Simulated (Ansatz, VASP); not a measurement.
## SiO2: VASP beside Ansatz

Aim: how closely do two programs agree when they are given the same cell, functional and k mesh? The cell is taken from a series of runs on this material, whose earlier steps may have relaxed, scaled, displaced or heated it; both programs get it as it stands.

Method: plane waves, with VASP 6.6.1 beside it; dielectric response at PBE, in Ansatz 0.2.0.

### 1. Starting point

The structure is trigonal, space group P3_221 (No. 154). The conventional cell has a = 4.916 Å, b = 4.916 Å, c = 5.408 Å, α = 90.00°, β = 90.00°, γ = 120.00°. Nearest to Si lie 4 O at 1.61 Å. Nearest to O lie 2 Si at 1.61 Å. Farther neighbours and most contacts between anions are not listed.

Coordinates:

```cif
data_structure
_symmetry_space_group_name_H-M 'P3_221'
_symmetry_Int_Tables_number 154
_cell_length_a 4.9164
_cell_length_b 4.9164
_cell_length_c 5.4084
_cell_angle_alpha 90.000
_cell_angle_beta 90.000
_cell_angle_gamma 120.000
_cell_volume 113.21
loop_
_atom_site_label
_atom_site_type_symbol
_atom_site_symmetry_multiplicity
_atom_site_Wyckoff_symbol
_atom_site_fract_x
_atom_site_fract_y
_atom_site_fract_z
_atom_site_occupancy
Si1 Si 3 a 0.46973 0.00000 0.66667 1
O1 O 6 c 0.41354 0.26758 0.78558 1
```

### 2. Ansatz: dielectric response, PBE

Ansatz runs on its PAW soft_1 files.

The response to a field tests empty states and converges slowly with the mesh.

The input, input.yaml:

```yaml
crystal:
  lattice:
    - [4.91636, 0.0, 0.0]
    - [-2.45818, 4.2576926541, 0.0]
    - [0.0, 0.0, 5.4084]
  atoms:
    - { symbol: Si, position: [0.46973, 0.0, 0.6666666667] }
    - { symbol: Si, position: [0.0, 0.46973, 0.3333333333] }
    - { symbol: Si, position: [0.53027, 0.53027, 0.0] }
    - { symbol: O, position: [0.41354, 0.26758, 0.78558] }
    - { symbol: O, position: [0.73242, 0.14596, 0.4522466667] }
    - { symbol: O, position: [0.85404, 0.58646, 0.1189133333] }
    - { symbol: O, position: [0.26758, 0.41354, 0.21442] }
    - { symbol: O, position: [0.14596, 0.73242, 0.5477533333] }
    - { symbol: O, position: [0.58646, 0.85404, 0.8810866667] }
kpoints:
  mp_grid: { grid: [6, 6, 4] }
hamiltonian:
  xc: pbe
  pseudopotentials: { kind: paw, azcp: { folder: soft_1 } }
scf:
  occupations: { method: fixed }
dielectric: {}
```

Run with:

```console
> ansatz run input.yaml --threads 3 --pin off --max-ram 92160MiB --backend cuda --events-out ev --progress --plain --runs-dir out --devices 1 --max-vram 13GiB
```

Numbers of over 12 decimals in the logs are rounded to 6 here.

The log of the run:

```text
GPUs: using 1 of 1 available (devices: 1).
Engine: ansatz 0.2.0, x86_64-unknown-linux-gnu
Pseudopotentials: kind: paw
Pseudopotential: Si, paw, valence charge 4, recommended cutoff 420 eV (normal), soft_1/Si.paw.azcp
Pseudopotential: O, paw, valence charge 6, recommended cutoff 420 eV (normal), soft_1/O.paw.azcp
Functional definition: PBE
  parameter kappa = 0.804
  parameter beta = 0.066725
  exchange = pbe_x(kappa = kappa, mu = beta*pi^2/3)
  correlation = pbe_c(beta = beta)
device memory: the entry about to start is reckoned to put 3.9 GiB on a device that reports 43.4 GiB free (of which the cap on the GPU budget leaves the run 13.0 GiB)
GPU FFT provider: cuFFT
GPU libraries: cuBLAS 13.8.2, cuFFT 12.4.0, cuSOLVER 12.3.4
Crystal: 9 atoms, lattice volume = 113.211 Å³
Basis set: ecut = 420 eV, 2209 PW (Γ), exchange–correlation on 72×72×96 points (8 copies of the dense FFT grid, shifted against one another)
Bands: 33, of which v1, the nominal top of the filled ones, is band 24 counted from 1 (23 counted from 0)
Symmetry: 6 space group operations
k-points: 76 of 144 (irreducible under 1 space group operation, time reversal used)
Non-local potential: Si, projectors of the file, l = 0: 2, l = 1: 2, l = 2: 1
Non-local potential: O, projectors of the file, l = 0: 2, l = 1: 2, l = 2: 1
PAW form: soft (Blöchl's): semilocal exchange-correlation on the pseudo side does not see the compensation charge
PAW one-centre angular grid: Si, 110 points (default); XC on 64 Gauss nodes
PAW one-centre angular grid: O, 110 points (default); XC on 64 Gauss nodes
Initial density: superposition of atomic densities (chi_scale 0.1, normalization cell, long waves kept (reshape's long-wave potential 0.01 eV rms))
Initial wavefunctions: pseudopotential atomic-orbital guess
GPU buffer pool allocated for 62208 grid points (all kernels)
GPU transforms: local potential and band sums: pruned to the plane-wave sphere, on 36×36×40
Functional: x = pbe(κ = 0.804, μ = 0.219515), c = pbe(β = 0.066725)
SCF iter   1: F=—  HF=-5327.300983 eV  |F-HF|=—  |Δ(HF+E_count)|=         —  Δρ=1.35e-1  dr2=1.83e1  ethr=3.10e-3  ⟨swp⟩=4.9  Hψ=11247  notcnv=0  defer=466
preconditioner: auto → Resta (q_TF=auto, 2.365 Å⁻¹)  ε∞=2.8  [insulator: Δε(μ)=7.394 eV  Ē_g=18.262 eV  n_scr=22 (ndim 8)  ℏωp=24.2 eV  f_vac=0.003  ε∞_Penn≈2.8]
SCF iter   2: F=—  HF=-5322.205489 eV  |F-HF|=—  |Δ(HF+E_count)|=    5.10e0  Δρ=4.36e-2  dr2=9.28e-1  ethr=3.10e-3  ⟨swp⟩=3.8  Hψ=6962  notcnv=0  defer=427
SCF iter   3: F=—  HF=-5322.143479 eV  |F-HF|=—  |Δ(HF+E_count)|=   6.20e-2  Δρ=2.16e-2  dr2=2.91e-1  ethr=1.93e-3  ⟨swp⟩=2.0  Hψ=2460  notcnv=0  defer=523
SCF iter   4: F=—  HF=-5322.162414 eV  |F-HF|=—  |Δ(HF+E_count)|=   1.89e-2  Δρ=1.67e-3  dr2=2.44e-3  ethr=6.07e-4  ⟨swp⟩=3.0  Hψ=4294  notcnv=0  defer=516
SCF iter   5: F=—  HF=-5322.166702 eV  |F-HF|=—  |Δ(HF+E_count)|=   4.29e-3  Δρ=4.66e-4  dr2=2.15e-4  ethr=5.09e-6  ⟨swp⟩=3.0  Hψ=4553  notcnv=0  defer=530
SCF iter   6: F=—  HF=-5322.166859 eV  |F-HF|=—  |Δ(HF+E_count)|=   1.57e-4  Δρ=7.31e-5  dr2=8.42e-6  ethr=4.48e-7  ⟨swp⟩=2.0  Hψ=3824  notcnv=0  defer=530
SCF iter   7: F=—  HF=-5322.166971 eV  |F-HF|=—  |Δ(HF+E_count)|=   1.12e-4  Δρ=1.32e-5  dr2=1.77e-7  ethr=1.75e-8  ⟨swp⟩=2.0  Hψ=4258  notcnv=0  defer=517
SCF iter   8: F=—  HF=-5322.166972 eV  |F-HF|=—  |Δ(HF+E_count)|=   5.15e-7  Δρ=2.98e-6  dr2=9.49e-9  ethr=3.68e-10  ⟨swp⟩=2.1  Hψ=4162  notcnv=0  defer=518
SCF iter   9: F=—  HF=-5322.166972 eV  |F-HF|=—  |Δ(HF+E_count)|=   1.49e-8  Δρ=3.66e-7  dr2=1.71e-10  ethr=1.98e-11  ⟨swp⟩=2.0  Hψ=3674  notcnv=0  defer=518
SCF iter  10: F=-5322.166972 eV  HF=-5322.166972 eV  |F-HF|=2.73e-12  |Δ(HF+E_count)|=  2.69e-10  Δρ=7.43e-8  dr2=4.80e-12  ethr=1.00e-12  ⟨swp⟩=14.1  Hψ=13040  notcnv=0
SCF 1 converged in 10 iterations: F = -5322.166972 eV  dr2 = 4.80e-12
  greatest PAW one-centre occupation: 0.861 electrons in one spin orbital (limit 2), on the O atom at site 7 (counted from 0), in its partial waves of l = 0
the response reads at least the filled bands of the reference SCF and the lowest empty band at each k-point, and that SCF's band table does not vouch for those bands. The notice of the band table in this run's record says why
device memory: the entry about to start is reckoned to put 0.1 GiB (of the 0.2 GiB reckoned in all, the device holds 0.1 GiB already) on a device that reports 43.0 GiB free (of which the cap on the GPU budget leaves the run 12.9 GiB)
device memory: the entry about to start is reckoned to put 1.9 GiB (of the 2.1 GiB reckoned in all, the device holds 0.1 GiB already) on a device that reports 43.0 GiB free (of which the cap on the GPU budget leaves the run 12.9 GiB)
DFPT response loops at Γ: preconditioner auto → none (the input reference at scf.mixing.eps_inf says where Resta's filter doesn't serve); β = 0.50; Broyden in place of MSR1
SCF converged after 10 iterations
Free energy (F): -5322.166972 eV
Harris-Foulkes:  -5322.166972 eV  (|F-HF|=2.73e-12)
Internal energy: -5322.166972 eV  (E = F + TS)
E sigma→0 (E₀):  -5322.166972 eV
Fermi energy:    2.505009 eV
--- Per-component energies (eV) ---
  E_band       = -206.884716
  E_kinetic    = 1169.978261
  E_local      = -2935.000242  (includes V_loc(G=0)·N_el)
  E_nonlocal   = 381.266056
  E_hartree    = 1074.940597
  E_xc         = -603.969176
  E_vxc        = -698.103878  (∫ρ·V_xc dr)
  E_paw        = -2519.089835  (= ΣΔE_a)
  E_vpaw       = -274.911190  (= ΣTr[D̂ρ^β])
  E_aug_tail   = 0.005008  (compensation charges beyond the density's cutoff)
  E_ewald      = -1890.297640
  E_smearing   = -0.000000  (= −TS)
  E_closure    = -0.000000  (closes the sum)
  Σ components = -5322.166972   (vs F -5322.166972, Δ=0.00e0)
--- Band table (eV; the first three rows and the last of 76) ---
  k-point 0: bands = [... 20 lower, 1.5021, 1.8187, 2.1901, 2.1901, 8.4978, 11.8261, 11.8261, 12.2813, ... 5 higher]
  k-point 1: bands = [... 20 lower, 1.4313, 1.9706, 2.2799, 2.4090, 9.0967, 11.6629, 11.7570, 11.7824, ... 5 higher]
  k-point 2: bands = [... 20 lower, 1.3000, 2.2895, 2.2895, 2.4143, 10.4511, 10.4511, 11.5717, 12.2626, ... 5 higher]
  k-point 75: bands = [... 20 lower, 1.6229, 1.6658, 1.9064, 2.3159, 11.4247, 11.9043, 12.1838, 12.3430, ... 5 higher]
--- Dielectric response (ions clamped): 2 representative field directions + reference, on 76 of 144 k-points (Σ response iterations 17) ---
  k mesh reduced under 1 symmetry operation, with k and −k counted as one. Each operation leaves every solved perturbation unchanged. A smaller set is not considered because the run solves the response to a homogeneous field
  ε∞ (high-frequency dielectric tensor):
        2.454067    -0.000000     0.000000
       -0.000000     2.454067    -0.000000
        0.000000     0.000000     2.485504
  Born effective charges Z* (e; rows j = field, columns β = displacement):
    site 0:
         3.00150   -0.00000    0.00000
        -0.00000    3.66955   -0.29903
         0.00000    0.25885    3.45334
    site 1:
         3.50254    0.28928    0.25897
         0.28928    3.16851    0.14951
        -0.22417   -0.12942    3.45334
    site 2:
         3.50254   -0.28928   -0.25897
        -0.28928    3.16851    0.14951
         0.22417   -0.12942    3.45334
    site 3:
        -1.31529    0.52399    0.34377
         0.47236   -2.02024   -0.72702
         0.28422   -0.76694   -1.72667
    site 4:
        -1.41257   -0.52852    0.45773
        -0.58016   -1.92296    0.66122
         0.52207    0.62961   -1.72667
    site 5:
        -2.27543    0.08198   -0.80150
         0.03035   -1.06009    0.06580
        -0.80630    0.13732   -1.72667
    site 6:
        -2.27543   -0.08198    0.80150
        -0.03035   -1.06009    0.06580
         0.80630    0.13732   -1.72667
    site 7:
        -1.31529   -0.52399   -0.34377
        -0.47236   -2.02024   -0.72702
        -0.28422   -0.76694   -1.72667
    site 8:
        -1.41257    0.52852   -0.45773
         0.58016   -1.92296    0.66122
        -0.52207    0.62961   -1.72667
  Z* charge neutrality: 1.927e-5 e pre-enforcement
  k-mesh period / interband length: 21.6 Å / 0.95 Å = 22.69 at k = (0.0000, 0.0000, 0.0000), direct gap 6.308 eV — 14 or more, which is no proof of convergence
```

(Continued in part 2 of 2.)

[Lines on the potential files, build, host, timing and source positions are cut from VASP's logs without a mark.]

[Logs are printed without paths, hosts, clocks, repeated set-up lines and the standing remarks that a program may print on its own settings, such as how far it seeks lower states.]

[Hosts, paths, dates, database ids (printed as entryN), source tags and the programs' standing remarks are cut or masked in the printed files.]
